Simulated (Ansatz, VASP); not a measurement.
# Cross-check of Sn between VASP and Ansatz

Wanted: the spread between two codes on one cell, functional and k mesh. The cell is taken from a series of runs on this material, whose earlier steps may have relaxed, scaled, displaced or heated it; both programs get it as it stands.

Program: Ansatz 0.2.0. Level of theory: plane waves, with VASP 6.6.1 beside it; zone-centre phonons at PBEsol. Results are calculated unless marked as measured.

## (1) Starting point

Symmetry: Imma, No. 74, orthorhombic system. Conventional cell: a = 4.621 Å, b = 4.671 Å, c = 6.510 Å, α = 90.00°, β = 90.00°, γ = 90.00°. Nearest to Sn lie 4 Sn at 2.83 to 2.84 Å.

Structure file:

```xyz
2
Lattice="0.0178 3.2852 3.2550 3.2852 0.0178 3.2550 3.3030 3.3030 0.0000" Properties=species:S:1:pos:R:3 pbc="T T T"
Sn    3.3030    3.3030    3.2614
Sn    4.9545    4.9545    4.8760
```

## (2) VASP: zone-centre phonons, PBEsol

Second derivatives magnify differences that forces hide, and they need a tight electronic threshold.

Lines of VASP's logs that name or quote its potential files are left out, and so is its time.

File INCAR:

```
SYSTEM = Sn
PREC = Accurate
ENCUT = 500
EDIFF = 1E-08
NELM = 120
ISMEAR = 1
SIGMA = 0.2
LREAL = .FALSE.
ALGO = Normal
GGA = PS
NBANDS = 20
LORBIT = 11
LWAVE = .FALSE.
LCHARG = .FALSE.
ISIF = 2
IBRION = 8
LASPH = .TRUE.
GGA_COMPAT = .FALSE.
KPAR = 2
```

File POSCAR:

```
Sn
1.0
    0.0178392205      3.2851509439      3.2549558114
    3.2851509439      0.0178392205      3.2549558114
    3.3029901644      3.3029901644     -0.0000000001
Sn
2
Direct
    0.5009871001      0.5009871001      0.4990128999
    0.7490128999      0.7490128999      0.7509871001
```

File KPOINTS:

```
Automatic mesh
0
Gamma
12 12 12
0 0 0
```

The projector-augmented-wave data sets are Sn_d (PBE family, release 64).

Command:

```bash
mpirun -np 2 vasp_std
```

Numbers of over 12 decimals in the logs are rounded to 6 here.

The program printed:

```text
[banner, memory and clock lines left out]
running    2 mpi-ranks, on    1 nodes
 distrk:  each k-point on    1 cores,    2 groups
 distr:  one band on    1 cores,    1 groups

 POSCAR found type information on POSCAR Sn
 POSCAR found :  1 types and       2 ions
|                                                                             |
|               ----> ADVICE to this user running VASP <----                  |
|                                                                             |
|     You enforced a specific xc type in the INCAR file but a different       |
|     [... a line on the potential file left out ...]
|     I HOPE YOU KNOW WHAT YOU ARE DOING!                                     |
|                                                                             |

 LDA part: xc-table for (Slater+PW92), standard interpolation
 POSCAR, INCAR and KPOINTS ok, starting setup
 FFT: planning ... GRIDC
 FFT: planning ... GRID_SOFT
 FFT: planning ... GRID
 WAVECAR not read
 entering main loop
       N       E                     dE             d eps       ncg     rms          rms(c)
DAV:   1     0.220621528164E+03    0.22062E+03   -0.14716E+04 11260   0.196E+03
DAV:   2     0.146562376666E+02   -0.20597E+03   -0.20224E+03 11248   0.438E+02
DAV:   3    -0.781609689063E+01   -0.22472E+02   -0.22329E+02 12880   0.141E+02
DAV:   4    -0.853629113934E+01   -0.72019E+00   -0.71972E+00 12644   0.285E+01
DAV:   5    -0.856128907694E+01   -0.24998E-01   -0.24997E-01 15468   0.519E+00    0.314E+00
DAV:   6    -0.849481318365E+01    0.66476E-01   -0.42742E-02 15084   0.275E+00    0.178E+00
DAV:   7    -0.846291970581E+01    0.31893E-01   -0.51810E-02 12792   0.260E+00    0.164E-01
DAV:   8    -0.846382834161E+01   -0.90864E-03   -0.70044E-03 12288   0.102E+00    0.528E-02
DAV:   9    -0.846408918993E+01   -0.26085E-03   -0.35716E-04 13676   0.144E-01    0.107E-02
DAV:  10    -0.846409995985E+01   -0.10770E-04   -0.19352E-05 13580   0.391E-02    0.522E-03
DAV:  11    -0.846410169648E+01   -0.17366E-05   -0.29030E-06 13168   0.120E-02    0.703E-04
DAV:  12    -0.846410160906E+01    0.87423E-07   -0.18619E-07 13756   0.455E-03    0.430E-04
DAV:  13    -0.846410160567E+01    0.33842E-08   -0.16498E-08  9952   0.946E-04
   1 F= -.84641016E+01 E0= -.84639781E+01  d E =-.370377E-03
 Linear response reoptimize wavefunctions to high precision
DAV:   1    -0.846410160492E+01    0.75261E-09   -0.21716E-09  9304   0.479E-04
DAV:   2    -0.846410160495E+01   -0.30013E-10   -0.41573E-10  6744   0.224E-04
 Linear response DOF=           2
 Linear response progress:
  Degree of freedom:   1/  2
       N       E                     dE             d eps       ncg     rms          rms(c)
RMM:   1    -0.214255161600E+00   -0.21426E+00    0.54228E-01 43546   0.996E+00
RMM:   2    -0.220908493036E+00   -0.66533E-02   -0.19730E-02 60839   0.116E+00    0.689E-02
RMM:   3    -0.221069715043E+00   -0.16122E-03   -0.16097E-03 64128   0.323E-01    0.320E-02
RMM:   4    -0.220973213531E+00    0.96502E-04   -0.11628E-04 63590   0.972E-02    0.113E-02
RMM:   5    -0.220960620545E+00    0.12593E-04   -0.17625E-05 64906   0.328E-02    0.386E-03
RMM:   6    -0.220960194546E+00    0.42600E-06   -0.41302E-06 64581   0.952E-03    0.184E-03
RMM:   7    -0.220958144651E+00    0.20499E-05   -0.13447E-06 64296   0.347E-03    0.297E-04
RMM:   8    -0.220955686824E+00    0.24578E-05   -0.22474E-07 67435   0.126E-03    0.224E-04
RMM:   9    -0.220953763019E+00    0.19238E-05   -0.71217E-08 65405   0.538E-04    0.522E-05
RMM:  10    -0.220954158667E+00   -0.39565E-06    0.16790E-07 69639   0.244E-04    0.307E-05
RMM:  11    -0.220954104623E+00    0.54044E-07    0.52077E-07 66604   0.139E-04    0.631E-06
RMM:  12    -0.220954108325E+00   -0.37020E-08    0.37223E-07 71578   0.903E-05    0.568E-06
RMM:  13    -0.220954092406E+00    0.15918E-07    0.35001E-07 74120   0.687E-05    0.305E-06
RMM:  14    -0.220954075037E+00    0.17369E-07    0.32821E-07 83705   0.588E-05    0.134E-06
RMM:  15    -0.220954058481E+00    0.16557E-07    0.33104E-07 83527   0.542E-05    0.198E-07
RMM:  16    -0.220954056432E+00    0.20484E-08    0.32124E-07 77075   0.515E-05    0.244E-07
RMM:  17    -0.220954053696E+00    0.27366E-08    0.32522E-07 76566   0.503E-05    0.447E-08
 first order change of Fermi-energy   0.28920E-04
 force on displaced ion       1 direction 1 :  -7.043   0.095   0.000
 Linear response progress:
  Degree of freedom:   2/  2
       N       E                     dE             d eps       ncg     rms          rms(c)
RMM:   1    -0.214166245832E+00   -0.21417E+00    0.55091E-01 14043   0.100E+01
RMM:   2    -0.220805782532E+00   -0.66395E-02   -0.19697E-02 19622   0.116E+00    0.687E-02
RMM:   3    -0.220968157296E+00   -0.16237E-03   -0.16154E-03 20674   0.322E-01    0.318E-02
RMM:   4    -0.220871560260E+00    0.96597E-04   -0.11320E-04 20542   0.971E-02    0.114E-02
RMM:   5    -0.220858900269E+00    0.12660E-04   -0.16087E-05 20952   0.329E-02    0.388E-03
RMM:   6    -0.220858577076E+00    0.32319E-06   -0.13759E-06 20777   0.952E-03    0.189E-03
RMM:   7    -0.220856319192E+00    0.22579E-05   -0.22101E-07 20628   0.346E-03    0.302E-04
RMM:   8    -0.220854026454E+00    0.22927E-05   -0.19097E-08 21378   0.125E-03    0.234E-04
RMM:   9    -0.220852033672E+00    0.19928E-05    0.58268E-08 20953   0.533E-04    0.565E-05
RMM:  10    -0.220852483182E+00   -0.44951E-06    0.19176E-08 22067   0.234E-04    0.306E-05
RMM:  11    -0.220852470442E+00    0.12739E-07    0.11610E-08 21421   0.133E-04    0.558E-06
RMM:  12    -0.220852459988E+00    0.10454E-07    0.12394E-08 22927   0.853E-05    0.539E-06
RMM:  13    -0.220852452079E+00    0.79087E-08    0.15902E-08 22582   0.646E-05    0.306E-06
 first order change of Fermi-energy   0.16193E+00
 force on displaced ion       1 direction 3 :  -0.000  -0.000  -6.961
 Linear response finished
```

From OUTCAR (step 2):

```text
ion  position               nearest neighbor table
   1  0.501  0.501  0.499-   2 2.83   2 2.83   2 2.84   2 2.84
   2  0.749  0.749  0.751-   1 2.83   1 2.83   1 2.84   1 2.84

  LATTYP: Found a body centered orthorhombic cell.
 ALAT       =     4.6206765517
 B/A-ratio  =     1.0109198154
 C/A-ratio  =     1.4088654659

 Subroutine GETGRP returns: Found  8 space group operations
 (whereof  4 operations were pure point group operations)

The static configuration has the point symmetry C_2v.
 The point group associated with its full space group is D_2h.

 Found    280 irreducible k-points:

   k-points           NKPTS =    280   k-points in BZ     NKDIM =    280   number of bands    NBANDS=     20

   dimension x,y,z NGX =    36 NGY =   36 NGZ =   36
   dimension x,y,z NGXF=    72 NGYF=   72 NGZF=   72

   ENCUT  =  500.0 eV  36.75 Ry    6.06 a.u.   8.43  8.43  8.52*2*pi/ulx,y,z

   NELECT =      28.0000    total number of electrons

 k-points in reciprocal lattice and weights: Automatic mesh
   0.00000000  0.00000000  0.00000000       0.001
   0.08333333  0.00000000  0.00000000       0.002
   0.16666667  0.00000000 -0.00000000       0.002
   0.25000000  0.00000000 -0.00000000       0.002
   0.33333333  0.00000000 -0.00000000       0.002
   0.41666667  0.00000000  0.00000000       0.002
   0.50000000  0.00000000 -0.00000000       0.001
   0.08333333  0.08333333  0.00000000       0.001
   0.16666667  0.08333333  0.00000000       0.002
[...]
0.25000000  0.25000000  0.50000000       0.001
  -0.25000000  0.25000000  0.50000000       0.001

 average (electrostatic) potential at core
       1-101.5754       2-101.5754

  Total       -0.1486817     -0.1486817     -0.0301768     -0.1191512      0.0000000      0.0000000
  in kB       -3.3907456     -3.3907456     -0.6881942     -2.7172896      0.0000000      0.0000000
  external PRESSURE =      -2.4898952 kB  Pullay stress =       0.0000000 kB

  energy-cutoff  :      500.00
  volume of cell :       70.25
      direct lattice vectors                 reciprocal lattice vectors
     0.017839220  3.285150944  3.254955811    -0.153031006  0.153031006  0.153611916
     3.285150944  0.017839220  3.254955811     0.153031006 -0.153031006  0.153611916
     3.302990164  3.302990164 -0.000000000     0.151377986  0.151377986 -0.153611916

 POSITION                                       TOTAL-FORCE (eV/Angst)
 -----------------------------------------------------------------------------------
      3.30299      3.30299      3.26138         0.000000      0.000000     -0.000068
      4.95449      4.95449      4.87601        -0.000000     -0.000000      0.000068
 -----------------------------------------------------------------------------------
    total drift:                               -0.000000     -0.000000     -0.000000

 Eigenvectors and eigenvalues of the dynamical matrix
 ----------------------------------------------------

   1 f  =    5.421242 THz    34.062670 2PiTHz  180.833176 cm-1    22.420446 meV
             X         Y         Z           dx          dy          dz
      3.302990  3.302990  3.261382     0.500000   -0.500000    0.000000
      4.954485  4.954485  4.876008    -0.500000    0.500000   -0.000000

   2 f  =    5.353794 THz    33.638877 2PiTHz  178.583332 cm-1    22.141501 meV
             X         Y         Z           dx          dy          dz
      3.302990  3.302990  3.261382    -0.000000   -0.000000    0.707107
      4.954485  4.954485  4.876008     0.000000    0.000000   -0.707107

   3 f  =    5.348822 THz    33.607639 2PiTHz  178.417495 cm-1    22.120940 meV
             X         Y         Z           dx          dy          dz
      3.302990  3.302990  3.261382    -0.500000   -0.500000   -0.000000
      4.954485  4.954485  4.876008     0.500000    0.500000    0.000000

   4 f  =    0.000000 THz     0.000001 2PiTHz    0.000004 cm-1     0.000000 meV
             X         Y         Z           dx          dy          dz
      3.302990  3.302990  3.261382    -0.040440    0.531215    0.464946
      4.954485  4.954485  4.876008    -0.040440    0.531215    0.464946

   5 f  =    0.000000 THz     0.000000 2PiTHz    0.000001 cm-1     0.000000 meV
             X         Y         Z           dx          dy          dz
      3.302990  3.302990  3.261382     0.698102   -0.039156    0.105456
      4.954485  4.954485  4.876008     0.698102   -0.039156    0.105456

   6 f/i=    0.000000 THz     0.000000 2PiTHz    0.000002 cm-1     0.000000 meV
             X         Y         Z           dx          dy          dz
      3.302990  3.302990  3.261382     0.104970    0.465056   -0.522211
      4.954485  4.954485  4.876008     0.104970    0.465056   -0.522211

 ELASTIC MODULI CONTR FROM IONIC RELAXATION (kBar)
 Direction    XX          YY          ZZ          XY          YZ          ZX
 --------------------------------------------------------------------------------
 XX          -0.0457     -0.0457     -0.0745      3.0589     -0.0000     -0.0000
 YY          -0.0457     -0.0457     -0.0745      3.0589     -0.0000     -0.0000
 ZZ          -0.0745     -0.0745     -0.1214      4.9838      0.0000      0.0000
 XY           3.0589      3.0589      4.9838   -204.5352      0.0000      0.0000
 YZ          -0.0000     -0.0000      0.0000      0.0000   -207.0686      1.4116
 ZX          -0.0000     -0.0000      0.0000      0.0000      1.4116   -190.6347
 --------------------------------------------------------------------------------
```

## (3) Ansatz: zone-centre phonons, PBEsol

Ansatz runs on its PAW soft_1 files.

The same cell, functional, mesh and smearing now go to Ansatz, which takes its cutoff from its data sets.

File input.yaml:

```yaml
crystal:
  lattice:
    - [0.0178392205, 3.2851509439, 3.2549558114]
    - [3.2851509439, 0.0178392205, 3.2549558114]
    - [3.3029901644, 3.3029901644, -1.0e-10]
  atoms:
    - { symbol: Sn, position: [0.5009871001, 0.5009871001, 0.4990128999] }
    - { symbol: Sn, position: [0.7490128999, 0.7490128999, 0.7509871001] }
kpoints:
  mp_grid: { grid: [12, 12, 12] }
hamiltonian:
  xc: pbesol
  pseudopotentials: { kind: paw, azcp: { folder: soft_1 }, xc_functional: pbe }
scf:
  occupations: { method: methfessel_paxton, width: 0.2 }
output:
  eigenvalues: true
phonons:
  method: dfpt
```

Command:

```bash
ansatz run input.yaml --threads 4 --pin off --max-ram 10240MiB --backend cpu --events-out ev --progress --plain --runs-dir out
```

The program printed:

```text
zone centre: on kpoints.mp_grid the ground state, and the responses unless they are solved on pairs of k-points, stand on 476 of the mesh's 1728 k-points, reduced under 2 symmetry operations, with k and −k counted as one. Each operation leaves every solved displacement unchanged or reverses it
Engine: ansatz 0.2.0, x86_64-unknown-linux-gnu
Pseudopotentials: kind: paw
Pseudopotential: Sn, paw, valence charge 14, recommended cutoff 420 eV (normal), soft_1/Sn.paw.azcp
Functional definition: PBEsol
  exchange = pbesol_x
  correlation = pbesol_c
Crystal: 2 atoms, lattice volume = 70.254 Å³
Basis set: ecut = 420 eV, 1379 PW (Γ), exchange–correlation on 64×64×64 points (8 copies of the dense FFT grid, shifted against one another)
Bands: 18, of which v1, the nominal top of the filled ones, is band 14 counted from 1 (13 counted from 0)
Symmetry: 8 space group operations
k-points: 476 of 1728 (irreducible under 2 space group operations, time reversal used)
Non-local potential: Sn, projectors of the file, l = 0: 2, l = 1: 2, l = 2: 2, l = 3: 1
PAW form: soft (Blöchl's): semilocal exchange-correlation on the pseudo side does not see the compensation charge
PAW frozen core: Sn, regenerated for the run's functional, and the local potential with it (the file was generated under x = pbe(κ = 0.804, μ = 0.219515), c = pbe(β = 0.066725))
PAW one-centre angular grid: Sn, 590 points (default); XC on 64 Gauss nodes
Initial density: superposition of atomic densities (chi_scale 0.1, normalization cell)
Initial wavefunctions: pseudopotential atomic-orbital guess
Functional: x = pbesol(κ = 0.804, μ = 0.123457), c = pbesol(β = 0.046)
SCF iter   1: F=—  HF=-11899.713691 eV  |F-HF|=—  |Δ(HF+E_count)|=         —  Δρ=2.11e-2  dr2=3.29e-1  ethr=3.10e-3  ⟨swp⟩=5.5  Hψ=45077  notcnv=0
preconditioner: auto → Kerker (q_TF=auto, 2.340 Å⁻¹)  [metal: Δε(μ)=0.022 eV  Ē_g=19.847 eV  σ=0.200 eV  W_gap=0.09  n_scr=14 (ndim 8)  ℏωp=23.4 eV  f_vac=0.008  D(μ)=0.18/eV (n_scr^D=0)]
SCF iter   2: F=—  HF=-11899.673474 eV  |F-HF|=—  |Δ(HF+E_count)|=   4.02e-2  S|Δr|=    0.00e0  Δρ=1.37e-2  dr2=1.57e-1  ethr=1.17e-3  ⟨swp⟩=1.0  Hψ=12377  notcnv=0
SCF iter   3: F=—  HF=-11899.643157 eV  |F-HF|=—  |Δ(HF+E_count)|=   3.03e-2  S|Δr|=    0.00e0  Δρ=2.53e-3  dr2=1.28e-2  ethr=5.62e-4  ⟨swp⟩=1.0  Hψ=8568  notcnv=0
SCF iter   4: F=—  HF=-11899.643835 eV  |F-HF|=—  |Δ(HF+E_count)|=   6.78e-4  S|Δr|=    0.00e0  Δρ=1.37e-3  dr2=2.66e-3  ethr=4.56e-5  ⟨swp⟩=2.0  Hψ=10391  notcnv=0
SCF iter   5: F=—  HF=-11899.644998 eV  |F-HF|=—  |Δ(HF+E_count)|=   1.16e-3  S|Δr|=    0.00e0  Δρ=2.84e-4  dr2=7.32e-5  ethr=9.49e-6  ⟨swp⟩=2.0  Hψ=10477  notcnv=0
SCF iter   6: F=—  HF=-11899.645075 eV  |F-HF|=—  |Δ(HF+E_count)|=   7.78e-5  S|Δr|=    0.00e0  Δρ=5.41e-5  dr2=1.45e-6  ethr=2.62e-7  ⟨swp⟩=2.2  Hψ=11253  notcnv=0
SCF iter   7: F=—  HF=-11899.645081 eV  |F-HF|=—  |Δ(HF+E_count)|=   6.09e-6  S|Δr|=    0.00e0  Δρ=9.08e-6  dr2=4.30e-8  ethr=5.16e-9  ⟨swp⟩=2.0  Hψ=10505  notcnv=0
SCF iter   8: F=—  HF=-11899.645082 eV  |F-HF|=—  |Δ(HF+E_count)|=   1.56e-7  S|Δr|=    0.00e0  Δρ=1.75e-6  dr2=2.77e-9  ethr=1.54e-10  ⟨swp⟩=2.5  Hψ=13303  notcnv=0
SCF iter   9: F=—  HF=-11899.645082 eV  |F-HF|=—  |Δ(HF+E_count)|=   4.45e-9  S|Δr|=    0.00e0  Δρ=4.92e-7  dr2=3.43e-10  ethr=9.89e-12  ⟨swp⟩=2.0  Hψ=10545  notcnv=0
SCF iter  10: F=—  HF=-11899.645082 eV  |F-HF|=—  |Δ(HF+E_count)|=  2.22e-10  S|Δr|=    0.00e0  Δρ=2.22e-7  dr2=7.31e-11  ethr=1.23e-12  ⟨swp⟩=2.4  Hψ=12205  notcnv=0
SCF iter  11: F=-11899.645082 eV  HF=-11899.645082 eV  |F-HF|=0.00e0  |Δ(HF+E_count)|=  4.00e-11  S|Δr|=    0.00e0  Δρ=7.09e-8  dr2=6.46e-12  ethr=1.00e-12  ⟨swp⟩=5.7  Hψ=41533  notcnv=0
SCF 1 converged in 11 iterations: F = -11899.645082 eV  dr2 = 6.46e-12
  greatest PAW one-centre occupation: 0.991 electrons in one spin orbital (limit 2), on the Sn atom at site 1 (counted from 0), in its partial waves of l = 2
DFPT response loops at Γ: preconditioner auto → Kerker (q_TF=auto, 2.340 Å⁻¹) (partly filled bands, converged f_vac=0.088); β = 1.00, the filter's whole step (`scf.mixing.beta` (0.50) is not read by the response loops under this deck's `scf.mixing.preconditioner`; to damp them name `kerker` or `kerker_dos`, under which they read `scf.mixing.beta`, and type it under 1.00, their step now; both keys bind the ground state too); Broyden in place of MSR1
SCF converged after 11 iterations
Stability not checked: this state was not tested for a lower state beside it, because cold or Methfessel-Paxton smearing, or corrected tetrahedra, fill the levels in a way that the test cannot read (fill_not_monotonic; see scf.lower_state_search)
Free energy (F): -11899.645082 eV
Harris-Foulkes:  -11899.645082 eV  (|F-HF|=0.00e0)
Internal energy: -11899.644712 eV  (E = F + TS)
E sigma→0 (E₀):  -11899.644989 eV
Entropy (-TS):   -0.000369 eV (-0.185 meV/atom)
Fermi energy:    7.359156 eV
--- Per-component energies (eV) ---
  E_band       = -258.111692
  E_kinetic    = 336.629108
  E_local      = -2656.223018  (includes V_loc(G=0)·N_el)
  E_nonlocal   = 293.786729
  E_hartree    = 1288.205992
  E_xc         = -248.852967
  E_vxc        = -160.158801  (∫ρ·V_xc dr)
  E_paw        = -8592.600982  (= ΣΔE_a)
  E_vpaw       = -648.558217  (= ΣTr[D̂ρ^β])
  E_aug_tail   = 0.000580  (compensation charges beyond the density's cutoff)
  E_ewald      = -2321.159834
  E_core_change = 0.569679  (= ΣΔE_core)
  E_smearing   = -0.000369  (= −TS)
  E_closure    = -0.000000  (closes the sum)
  Σ components = -11899.645082   (vs F -11899.645082, Δ=0.00e0)
--- Band table (eV; the first three rows and the last of 476) ---
  k-point 0: bands = [... 10 lower, -3.0682, 6.4892, 7.4014, 7.4913, 7.5045, 9.5020, 9.5063, 9.5668]
  k-point 1: bands = [... 10 lower, -3.0032, 5.6949, 7.3379, 7.3546, 7.8098, 9.6679, 9.7390, 9.7765]
  k-point 2: bands = [... 10 lower, -2.8110, 4.4959, 7.0550, 7.0606, 7.8543, 10.0453, 10.1029, 10.6071]
  k-point 475: bands = [... 10 lower, -0.0568, -0.0250, 4.9150, 5.0191, 8.0575, 8.2031, 14.8843, 14.9471]
--- Phonons (Γ-DFPT): 2 representative perturbations + reference, on 476 of 1728 k-points (Σ response iterations 6) ---
  k mesh reduced under 2 symmetry operations, with k and −k counted as one. Each operation leaves every solved displacement unchanged or reverses it
  ASR residual: 3.929e-5 → 0.000e0 eV/Å²; symmetrization residual: 1.250e-9 eV/Å²
  ASR residual per site (eV/Å²): 3.93e-5 3.93e-5
  Γ frequencies (cm⁻¹): 0.00 0.00 0.00 178.40 178.65 179.22
  non-analytic LO–TO correction: not included (Born effective charges unavailable; polar crystals: no LO–TO splitting at Γ)
```

Reading the cycles: dr2 is the Hartree energy of the density residual (eV), the measure of convergence; HF is the Harris–Foulkes estimate of the energy, which meets the free energy F at convergence.

## (4) Comparison

Known differences besides the potentials themselves: the cutoff is 420 eV in Ansatz and 500 eV in VASP; Ansatz makes its cores anew for this functional, VASP keeps those of its PBE data sets. Total energies have different zeros and are not compared.

Compared:

| quantity | Ansatz | VASP | difference |
| --- | --- | --- | --- |
| optical mode 1 (cm⁻¹) | 178.4 | 178.4 | -0.01 % |
| optical mode 2 (cm⁻¹) | 178.7 | 178.6 | +0.04 % |
| optical mode 3 (cm⁻¹) | 179.2 | 180.8 | -0.89 % |

Modes are paired by rising frequency, not by their patterns, so a pair may set unlike modes beside each other; they are those without the splitting of longitudinal modes.

## (5) Outcome

```yaml
r_m_s_difference_of_the_optical_zone_centre_modes_each_program_s_sorted_by_frequency_zone_centre_phonons_pbesol: 0.93 cm⁻¹
difference_in_optical_mode_3_zone_centre_phonons_pbesol: -0.9 %
```

The r.m.s. difference of the optical zone-centre modes, each program's sorted by frequency is 0.93 cm⁻¹ (zone-centre phonons, PBEsol). Among the rows given in per cent, the largest difference of the zone-centre phonons, PBEsol pair is in optical mode 3, -0.9 %. How closely two codes agree says nothing of how well the functional describes the real material.

[Lines on the potential files, build, host, timing and source positions are cut from VASP's logs without a mark.]

[Logs are printed without paths, hosts, clocks, repeated set-up lines and the standing remarks that a program may print on its own settings, such as how far it seeks lower states.]

[Hosts, paths, dates, database ids (printed as entryN), source tags and the programs' standing remarks are cut or masked in the printed files.]
